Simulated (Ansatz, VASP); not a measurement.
Ca2SiS6 in VASP and in Ansatz

```xyz
9
Lattice="0.0000 4.5040 4.5040 4.5040 0.0000 4.5040 4.5040 4.5040 0.0000" Properties=species:S:1:pos:R:3 pbc="T T T"
Ca    2.2520    2.2520    2.2520
Ca    6.7560    6.7560    6.7560
Si    0.0000    0.0000    0.0000
S     2.2340    4.5040    4.5040
S     6.7740    4.5040    4.5040
S     4.5040    2.2340    4.5040
S     4.5040    6.7740    4.5040
S     4.5040    4.5040    2.2340
S     4.5040    4.5040    6.7740
```

Change from the starting cell: ordered vacancies on the cation sites of perovskite (Fm-3m, No. 225).

Alike in both runs: functional PBE; k mesh 8 × 8 × 8; occupations gaussian, width 0.1 eV; no spin polarisation.

Ansatz relaxed the structure, and its values are those at the end. VASP's run is a single point on that final structure, the one shown.

|  | VASP | Ansatz |
| --- | --- | --- |
| version | VASP 6.6.1 | Ansatz 0.2.0 |
| potentials or method | VASP PAW PBE potentials, release 64 (Ca_sv, Si, S) | scalar-relativistic, plane waves, PAW |
| plane-wave cutoff (eV) | 520 | 420 |
| valence electrons in the cell | 60 | 60 |

```tsv
	VASP	Ansatz	Ansatz less VASP
gap on the k mesh at the Fermi level (eV)	none	none	-
pressure (GPa)	-0.1	0.0	+0.05
rms of the force components (eV/Å)	0.007	0.001	-0.0055
```

A gap of «none» marks a metal or a gap that the smearing closes.
